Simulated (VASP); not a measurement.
Runs of VASP 6.6.1 on MgO. Symmetry: Fm-3m, No. 225, cubic system. The conventional cell has a = 4.249 Å, b = 4.249 Å, c = 4.249 Å, α = 90.00°, β = 90.00°, γ = 90.00°. Mg (site symmetry m-3m) is surrounded by 6 O at 2.12 Å. O (site symmetry m-3m) is surrounded by 6 Mg at 2.12 Å. 

```tsv
task	level	potentials or basis	cell	k mesh	cutoff (eV)	mesh quality	gap on the mesh (eV)	pressure (GPa)	relaxed volume (Å³/atom)
single point	PBEsol	VASP PAW PBE potentials, release 64 (Mg, O)	as given	10 × 10 × 10	520	not flagged	4.39	(a)	-
relaxation of cell and atoms	PBEsol	VASP PAW PBE potentials, release 64 (Mg, O)	relaxed	4 × 4 × 4	600	coarse	4.66	0.0	9.31
relaxation of cell and atoms	RPBE	VASP PAW PBE potentials, release 64 (Mg, O)	relaxed	10 × 10 × 10	600	not flagged	4.33	0.0	9.85
relaxation of cell and atoms	PBEsol	VASP PAW PBE potentials, release 64 (Mg, O_s)	relaxed	10 × 10 × 10	480	not flagged	4.66	0.0	(b)
relaxation of cell and atoms	LDA	VASP PAW LDA potentials, release 64 (Mg, O)	relaxed	10 × 10 × 10	600	not flagged	5.16	0.0	8.89
```

Alike in all rows: no spin polarisation; smearing gaussian 0.02 eV.

Question: Estimate the missing entries.

Answer: (a) -4.2; (b) 9.32.

Caveats: some runs use coarse meshes; the PAW data sets were made with another functional, which shifts forces and pressure a little (some runs).

Runs at the PBE level aren't shown here.
